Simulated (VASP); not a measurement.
Cost and result of VASP (PAW) for the bulk modulus of CdS (wurtzite). Static lattice, third-order Birch-Murnaghan fit over five volumes. The cost counts the five points of the equation of state, each on the mesh and cut-off of its row, so the ratios hold those differences too. With PBE it took about 3 core-minutes. Times come from single runs on busy shared machines, so they are rough: good to a factor of about 2.

Measured: 60.7 GPa (as given by Cormac Toher et al., Physical Review Materials (2017), arXiv:1611.05714).

```json
[
 {"level": "PBEsol", "k-mesh": "6×6×4", "cut-off (eV)": "520", "bulk modulus (GPa)": "61.0", "error (%)": "+0.5", "cost over PBE": "within a factor of 2"},
 {"level": "PBE", "k-mesh": "6×6×4", "cut-off (eV)": "520", "bulk modulus (GPa)": "53.1", "error (%)": "-12.4", "cost over PBE": "reference"},
 {"level": "LDA", "k-mesh": "6×6×4", "cut-off (eV)": "520", "bulk modulus (GPa)": "67.5", "error (%)": "+11.2", "cost over PBE": "within a factor of 2"},
 {"level": "r2SCAN", "k-mesh": "6×6×4", "cut-off (eV)": "520", "bulk modulus (GPa)": "60.3", "error (%)": "-0.7", "cost over PBE": "about 6 times"},
 {"level": "SCAN", "k-mesh": "6×6×4", "cut-off (eV)": "520", "bulk modulus (GPa)": "59.9", "error (%)": "-1.4", "cost over PBE": "about 7 times"}
]
```

Within 3 % of the measurement lie PBEsol, r2SCAN, SCAN; the cheapest of them is PBEsol, within a factor of 2 against PBE.

Left out are levels that failed, ran on another kind of processor or have no fit band path; at most nine are shown.

The compound is CdS in the wurtzite structure.
